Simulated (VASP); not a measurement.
```
MnO2
1.0
    4.38044     0.00000     0.00000
    0.00000     4.38044     0.00000
    0.00000     0.00000     2.84360
Mn O
2 4
Direct
  0.00000   0.00000   0.00000
  0.50000   0.50000   0.50000
  0.30322   0.30322   0.00000
  0.80322   0.19678   0.50000
  0.19678   0.80322   0.50000
  0.69678   0.69678   0.00000
```
Starting moments (μB, in the order of the record's atoms Mn Mn O O O O): 2.4 -2.4 0.0 0.0 0.0 0.0.

Computed with vdW-DF-cx, VASP's PBE PAW potentials (set 64) (plane waves; VASP). Numerical set-up: 520 eV cut-off, 8×8×12 Γ-centred mesh, tetrahedra with Blöchl corrections, potentials Mn_pv O.

The cores are frozen, which limits the accuracy of field gradients.

Problem. Give the principal components of the electric field gradient (V/Å²) and the asymmetry η at each nucleus.

Solution. 
```
atom   Vxx   Vyy    Vzz     η
----  ----  ----  -----  ----
Mn1   -6.2  -3.6    9.8  0.27
Mn2   -6.2  -3.6    9.8  0.27
O3    59.9  25.0  -84.9  0.41
O4    59.9  25.0  -84.9  0.41
O5    59.9  25.0  -84.9  0.41
O6    59.9  25.0  -84.9  0.41
```

The compound is MnO2 in the rutile structure. It was relaxed first.
